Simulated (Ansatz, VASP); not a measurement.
# Cross-check of HfCdS3 between VASP and Ansatz, part 2 of 2

Aim: how closely do two programs agree when they are given the same cell, functional and k mesh? The cell is generated by rule, not measured, and may not be a known phase. The cell is taken from a series of runs on this material, whose earlier steps may have relaxed, scaled, displaced or heated it; both programs get it as it stands.

VASP 6.6.1 and Ansatz 0.2.0.

So far: The starting structure; VASP: relaxation of cell and atoms, PBEsol.

The structure was built from a prototype and need not be the compound's stable phase.

## Step 3: Ansatz: relaxation of cell and atoms, PBEsol

Level of this step: Ansatz beside VASP: Kohn-Sham DFT, plane waves, PBEsol (Ansatz).

Ansatz runs on its PAW soft_1 files.

The same cell, functional, mesh and smearing now go to Ansatz, which takes its cutoff from its data sets.

The input, input.yaml:

```yaml
crystal:
  lattice:
    - [4.8841001218, 0.0, 0.0]
    - [0.0, 4.8841001218, 0.0]
    - [0.0, 0.0, 4.8841001218]
  atoms:
    - { symbol: Cd, position: [0.0, 0.0, 0.0] }
    - { symbol: Hf, position: [0.5, 0.5, 0.5] }
    - { symbol: S, position: [0.5, 0.5, 0.0] }
    - { symbol: S, position: [0.5, 0.0, 0.5] }
    - { symbol: S, position: [0.0, 0.5, 0.5] }
kpoints:
  mp_grid: { grid: [8, 8, 8] }
hamiltonian:
  xc: pbesol
  pseudopotentials: { kind: paw, azcp: { folder: soft_1 }, xc_functional: pbe }
scf:
  occupations: { method: methfessel_paxton, width: 0.2 }
output:
  forces: true
  stress: true
  eigenvalues: true
relax:
  adjacent_minimum: "off"
  f_tol: 0.001
  max_steps: 60
  cell: { stress_tol: 0.01 }
```

Started as:

```bash
ansatz run input.yaml --threads 4 --pin off --max-ram 16384MiB --backend cpu --events-out ev --progress --plain --runs-dir out
```

Numbers of over 12 decimals in the logs are rounded to 6 here.

The program printed:

```text
Engine: ansatz 0.2.0, aarch64-unknown-linux-gnu
Pseudopotentials: kind: paw
Pseudopotential: Cd, paw, valence charge 20, recommended cutoff 420 eV (normal), soft_1/Cd.paw.azcp
Pseudopotential: Hf, paw, valence charge 26, recommended cutoff 420 eV (normal), soft_1/Hf.paw.azcp
Pseudopotential: S, paw, valence charge 6, recommended cutoff 420 eV (normal), soft_1/S.paw.azcp
Functional definition: PBEsol
  exchange = pbesol_x
  correlation = pbesol_c
Crystal: 5 atoms, lattice volume = 116.507 Å³
Basis set: ecut = 420 eV, 2301 PW (Γ), exchange–correlation on 72×72×72 points (8 copies of the dense FFT grid, shifted against one another)
Bands: 39, of which v1, the nominal top of the filled ones, is band 32 counted from 1 (31 counted from 0)
Symmetry: 48 space group operations
Space group: Pm-3m (ITA 221), of the structure as read, at distance tolerance 4.9e-5 Å
k-points: 35 of 512
Non-local potential: Cd, projectors of the file, l = 0: 3, l = 1: 2, l = 2: 2, l = 3: 1
Non-local potential: Hf, projectors of the file, l = 0: 3, l = 1: 2, l = 2: 2, l = 3: 3
Non-local potential: S, projectors of the file, l = 0: 2, l = 1: 2, l = 2: 1
PAW form: soft (Blöchl's): semilocal exchange-correlation on the pseudo side does not see the compensation charge
PAW frozen core: Cd, regenerated for the run's functional, and the local potential with it (the file was generated under x = pbe(κ = 0.804, μ = 0.219515), c = pbe(β = 0.066725))
PAW frozen core: Hf, regenerated for the run's functional, and the local potential with it (the file was generated under x = pbe(κ = 0.804, μ = 0.219515), c = pbe(β = 0.066725))
PAW frozen core: S, regenerated for the run's functional, and the local potential with it (the file was generated under x = pbe(κ = 0.804, μ = 0.219515), c = pbe(β = 0.066725))
PAW one-centre angular grid: Cd, 590 points (default); XC on 64 Gauss nodes
PAW one-centre angular grid: Hf, 590 points (default); XC on 64 Gauss nodes
PAW one-centre angular grid: S, 110 points (default); XC on 64 Gauss nodes
Initial density: superposition of atomic densities (chi_scale 0.1, normalization cell, long waves kept (reshape's long-wave potential 0.00 eV rms))
Initial wavefunctions: pseudopotential atomic-orbital guess
Functional: x = pbesol(κ = 0.804, μ = 0.123457), c = pbesol(β = 0.046)
SCF iter   1: F=—  HF=-26442.507944 eV  |F-HF|=—  |Δ(HF+E_count)|=         —  Δρ=5.07e-2  dr2=7.57e0  ethr=3.10e-3  ⟨swp⟩=6.4  Hψ=5638  notcnv=0
preconditioner: auto → Kerker (q_TF=auto, 2.469 Å⁻¹)  [metal: Δε(μ)=0.045 eV  Ē_g=11.478 eV  σ=0.200 eV  W_gap=0.19  n_scr=26 (ndim 8)  ℏωp=23.8 eV  f_vac=0.006  D(μ)=2.62/eV (n_scr^D=18)]
SCF iter   2: F=—  HF=-26441.420666 eV  |F-HF|=—  |Δ(HF+E_count)|=    1.09e0  S|Δr|=    0.00e0  Δρ=2.89e-2  dr2=3.08e0  ethr=3.10e-3  ⟨swp⟩=2.9  Hψ=2755  notcnv=0  defer=42
SCF iter   3: F=—  HF=-26440.836642 eV  |F-HF|=—  |Δ(HF+E_count)|=   5.84e-1  S|Δr|=    0.00e0  Δρ=1.03e-2  dr2=4.18e-1  ethr=3.10e-3  ⟨swp⟩=2.7  Hψ=2861  notcnv=0  defer=40
SCF iter   4: F=—  HF=-26440.598039 eV  |F-HF|=—  |Δ(HF+E_count)|=   2.39e-1  S|Δr|=    0.00e0  Δρ=6.16e-3  dr2=1.07e-1  ethr=6.53e-4  ⟨swp⟩=2.2  Hψ=2794  notcnv=0  defer=43
SCF iter   5: F=—  HF=-26440.573809 eV  |F-HF|=—  |Δ(HF+E_count)|=   2.42e-2  S|Δr|=    0.00e0  Δρ=1.50e-3  dr2=3.07e-3  ethr=1.67e-4  ⟨swp⟩=2.0  Hψ=1642  notcnv=0  defer=43
SCF iter   6: F=—  HF=-26440.573923 eV  |F-HF|=—  |Δ(HF+E_count)|=   1.15e-4  S|Δr|=    0.00e0  Δρ=5.88e-4  dr2=3.96e-4  ethr=4.80e-6  ⟨swp⟩=2.0  Hψ=2460  notcnv=0  defer=43
SCF iter   7: F=—  HF=-26440.574085 eV  |F-HF|=—  |Δ(HF+E_count)|=   1.62e-4  S|Δr|=    0.00e0  Δρ=3.21e-4  dr2=1.77e-4  ethr=6.18e-7  ⟨swp⟩=2.1  Hψ=2388  notcnv=0  defer=43
SCF iter   8: F=—  HF=-26440.574061 eV  |F-HF|=—  |Δ(HF+E_count)|=   2.49e-5  S|Δr|=    0.00e0  Δρ=9.20e-5  dr2=1.82e-5  ethr=2.76e-7  ⟨swp⟩=2.0  Hψ=2297  notcnv=0  defer=43
SCF iter   9: F=—  HF=-26440.574045 eV  |F-HF|=—  |Δ(HF+E_count)|=   1.54e-5  S|Δr|=    0.00e0  Δρ=2.85e-5  dr2=1.50e-6  ethr=2.85e-8  ⟨swp⟩=2.0  Hψ=2266  notcnv=0  defer=43
SCF iter  10: F=—  HF=-26440.574046 eV  |F-HF|=—  |Δ(HF+E_count)|=   6.80e-7  S|Δr|=    0.00e0  Δρ=7.44e-6  dr2=1.06e-7  ethr=2.34e-9  ⟨swp⟩=2.1  Hψ=1613  notcnv=0  defer=43
SCF iter  11: F=-26440.574046 eV  HF=-26440.574046 eV  |F-HF|=1.48e-9  |Δ(HF+E_count)|=   1.55e-8  S|Δr|=    0.00e0  Δρ=1.97e-6  dr2=6.55e-9  ethr=1.56e-10  ⟨swp⟩=11.9  Hψ=6376  notcnv=0
SCF 1 converged in 11 iterations: F = -26440.574046 eV  dr2 = 6.55e-9
  greatest PAW one-centre occupation: 1.000 electrons in one spin orbital (limit 2), on the Cd atom at site 0 (counted from 0), in its partial waves of l = 0
relax step   1: F+E_penalty+E_count = -26440.57404588 eV  Δ(F+E_penalty+E_count) = +0.000e0 eV  max|allowed force component| = 1.133e-29 eV/Å  Δτ_max = 0.0000 Å  P = -0.015 GPa  Ω = 116.507 Å³  (11 SCF iters, dr2 threshold 1.00e-7 eV, accepted)
[...]
relax step   2: F+E_penalty+E_count = -26440.57405312 eV  Δ(F+E_penalty+E_count) = -7.237e-6 eV  max|allowed force component| = 3.524e-30 eV/Å  Δτ_max = 0.0000 Å  P = +0.003 GPa  Ω = 116.481 Å³  energy of the carried Pulay correction = +6.184e-6 eV  (5 SCF iters, dr2 threshold 5.89e-10 eV, accepted)
[...]
relax step   3: F+E_penalty+E_count = -26440.57405312 eV  Δ(F+E_penalty+E_count) = -3.783e-10 eV  max|allowed force component| = 3.566e-29 eV/Å  Δτ_max = 0.0000 Å  P = +0.003 GPa  Ω = 116.481 Å³  stress off target by 2.64e-3 GPa  SCF on the basis re-selected at this cell (its energy is not comparable with the rows above)  (7 SCF iters)
basis re-selected at this cell: Δ(F+E_penalty+E_count) = -3.783e-10 eV, ΔP = -0.000 GPa vs the last step (what re-selecting the basis moved, of the pressure what is left beyond the Pulay correction that the steps carried, after the strain that the cell walked since its last selection, with what the two solves' SCF thresholds leave and, on support functions, any second-order correction that the steps lacked; it is no  [...]
SCF converged after 7 iterations
Stability not checked: this state was not tested for a lower state beside it, because cold or Methfessel-Paxton smearing, or corrected tetrahedra, fill the levels in a way that the test cannot read (fill_not_monotonic; see scf.lower_state_search)
Free energy (F): -26440.574053 eV
Harris-Foulkes:  -26440.574053 eV  (|F-HF|=7.28e-12)
Internal energy: -26440.564385 eV  (E = F + TS)
E sigma→0 (E₀):  -26440.571636 eV
Entropy (-TS):   -0.009668 eV (-1.934 meV/atom)
Fermi energy:    8.091069 eV
--- Per-component energies (eV) ---
  E_band       = -734.916519
  E_kinetic    = 1162.971217
  E_local      = -12586.451379  (includes V_loc(G=0)·N_el)
  E_nonlocal   = 296.972709
  E_hartree    = 5869.836163
  E_xc         = -680.903448
  E_vxc        = -693.684841  (∫ρ·V_xc dr)
  E_paw        = -13386.504505  (= ΣΔE_a)
  E_vpaw       = -654.397003  (= ΣTr[D̂ρ^β])
  E_aug_tail   = 0.000420  (compensation charges beyond the density's cutoff)
  E_ewald      = -7118.264427
  E_core_change = 1.778865  (= ΣΔE_core)
  E_smearing   = -0.009668  (= −TS)
  E_closure    = 0.000000  (closes the sum)
  Σ components = -26440.574053   (vs F -26440.574053, Δ=0.00e0)
--- Forces (eV/Å), atoms counted from 1 ---
  atom   1  Cd     0.00000000     0.00000000    -0.00000000
  atom   2  Hf    -0.00000000     0.00000000    -0.00000000
  atom   3  S     -0.00000000     0.00000000    -0.00000000
  atom   4  S     -0.00000000     0.00000000     0.00000000
  atom   5  S     -0.00000000    -0.00000000     0.00000000
  max |Σ_I F_I| component: 5.31e-29 eV/Å
--- Stress (GPa, compression-positive) ---
        0.002640      -0.000000       0.000000
       -0.000000       0.002640       0.000000
        0.000000       0.000000       0.002640
  P = ⅓ Tr σ = 0.0026 GPa (0.026 kbar)
--- Band table (eV; the first three rows and the last of 35) ---
  k-point 0: bands = [... 28 lower, 7.0581, 7.0581, 7.6716, 7.6716, 7.6716, 9.0414, 9.0414, 9.0414, ... 3 higher]
  k-point 1: bands = [... 28 lower, 6.8270, 7.0025, 7.5600, 7.5600, 7.5978, 9.0498, 9.5374, 9.5374, ... 3 higher]
  k-point 2: bands = [... 28 lower, 6.3080, 6.8761, 7.5372, 7.5372, 8.1784, 9.0702, 10.4838, 10.4838, ... 3 higher]
  k-point 34: bands = [... 28 lower, 4.1828, 6.6121, 8.3364, 8.3364, 8.3364, 12.2681, 12.2681, 12.2681, ... 3 higher]
--- Relaxed structure (2 steps of the walk, 2 accepted, 1 SCFs on fresh bases) ---
  F+E_penalty+E_count = -26440.57405312 eV   max|allowed force component| = 3.566e-29 eV/Å   (the final SCF, on the basis selected at the relaxed cell)
  cell:  # Å, volume = 116.4808 Å³
    - [4.883728, 0, 0.0]
    - [0, 4.883728, 0]
    - [0.0, 0, 4.883728]
  atoms:
    - { symbol: Cd, position: [0, 0, 0] }
    - { symbol: Hf, position: [0.5, 0.5, 0.5] }
    - { symbol: S, position: [0.5, 0.5, 0] }
    - { symbol: S, position: [0.5, 0, 0.5] }
    - { symbol: S, position: [0, 0.5, 0.5] }
```

Reading the cycles: dr2 is the Hartree energy of the density residual (eV), the measure of convergence; HF is the Harris–Foulkes estimate of the energy, which meets the free energy F at convergence.

## Step 4: Differences

Known differences besides the potentials themselves: the data sets hold 64 valence electrons in Ansatz (on its PAW soft_1 files) and 40 in VASP; the cutoff is 420 eV in Ansatz and 500 eV in VASP; Ansatz makes its cores anew for this functional, VASP keeps those of its PBE data sets; Ansatz adds a Pulay correction to the stress that steers its cell, VASP none. Total energies have different zeros and are not compared.

Both answers:

```tsv
quantity	Ansatz	VASP	difference
volume (Å³)	116.48	116.15	+0.28 %
edge a after relaxation, in the typed setting (Å)	4.884	4.879	+0.09 %
```

## Step 5: Summary of results

| Item | Value |
| --- | --- |
| difference in volume (relaxation of cell and atoms, PBEsol) | 0.28 % |

**Reading.** The difference in volume is 0.28 % (relaxation of cell and atoms, PBEsol), within the 1.2 % picked in this series as the mark of a large difference, as far as the stopping tolerances let one tell. The data sets hold unlike numbers of valence electrons (64 in Ansatz and 40 in VASP), so part of the differences comes from the potentials. 1 further run of this series is not shown here. Such differences can come from data sets, numerical settings and the points named under the comparisons, not from the functional's error against experiment.

[Lines on the potential files, build, host, timing and source positions are cut from VASP's logs without a mark.]

[Logs are printed without paths, hosts, clocks, repeated set-up lines and the standing remarks that a program may print on its own settings, such as how far it seeks lower states.]

[Hosts, paths, dates, database ids (printed as entryN), source tags and the programs' standing remarks are cut or masked in the printed files.]
